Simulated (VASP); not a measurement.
VASP input:

**POSCAR**
```
Hg3ZnSe4
1
    6.0119912684     0.0000000000     0.0000000000
    0.0000000000     6.0119912684     0.0000000000
    0.0000000000     0.0000000000     6.0119912684
Zn Se Hg
1 4 3
Direct
  0.0000000000   0.0000000000   0.0000000000
  0.2358922763   0.2358922763   0.2358922763
  0.7641077237   0.7641077237   0.2358922763
  0.7641077237   0.2358922763   0.7641077237
  0.2358922763   0.7641077237   0.7641077237
  0.5000000000   0.5000000000   0.0000000000
  0.5000000000   0.0000000000   0.5000000000
  0.0000000000   0.5000000000   0.5000000000
```

### INCAR
```
! general
SYSTEM =Hg3ZnSe4
PREC   =Accurate
ENCUT  =400
LREAL  =.FALSE.
LASPH  =.TRUE.

! electronic loop
EDIFF  =1E-6
NELM   =100
ALGO   =Normal
LMAXMIX=6

! smearing
ISMEAR =1
SIGMA  =0.1

! functional
GGA    =PS

! ions
IBRION =2
NSW    =60
ISIF   =3
EDIFFG =-0.02

! output
LWAVE  =.FALSE.
LCHARG =.FALSE.
```

**KPOINTS**
```
Automatic mesh
0
Gamma
5 5 5
0 0 0
```

POTCAR, in this order: Zn Se Hg (PBE.64 set). Program: vasp_std.

Q: Write an equivalent input for Ansatz.

A: One equivalent input (not run):
Ansatz 0.2 input:
```yaml
crystal:
  lattice:
    - [6.0119913, 0.0000000, 0.0000000]
    - [0.0000000, 6.0119913, 0.0000000]
    - [0.0000000, 0.0000000, 6.0119913]
  atoms:
    - { symbol: Zn, position: [0.0000000, 0.0000000, 0.0000000] }
    - { symbol: Se, position: [0.2358923, 0.2358923, 0.2358923] }
    - { symbol: Se, position: [0.7641077, 0.7641077, 0.2358923] }
    - { symbol: Se, position: [0.7641077, 0.2358923, 0.7641077] }
    - { symbol: Se, position: [0.2358923, 0.7641077, 0.7641077] }
    - { symbol: Hg, position: [0.5000000, 0.5000000, 0.0000000] }
    - { symbol: Hg, position: [0.5000000, 0.0000000, 0.5000000] }
    - { symbol: Hg, position: [0.0000000, 0.5000000, 0.5000000] }
kpoints:
  mp_grid: { grid: [5, 5, 5] }
hamiltonian:
  xc: pbesol
  pseudopotentials: { kind: paw }
scf:
  occupations: { method: methfessel_paxton, width: 0.1 }
  max_iter: 100
relax:
  max_steps: 60
  f_tol: 0.02
  cell: {}
output: { forces: true, stress: true, eigenvalues: true }
```
What does not carry over: each code has its own PAW files, so the cut-off isn't converted (ENCUT is set for VASP's; basis.ecutwfc is left out, and Ansatz then takes the one that its files recommend); Ansatz stops its SCF on the density residual and VASP on the energy change (EDIFF).

The structure was generated: Hg3ZnSe4 was put into an ordered model structure (P-43m), which need not be its known phase. This run relaxes it. Symmetry was kept, so distortions that lower it aren't found. The start is the result of an earlier pass.
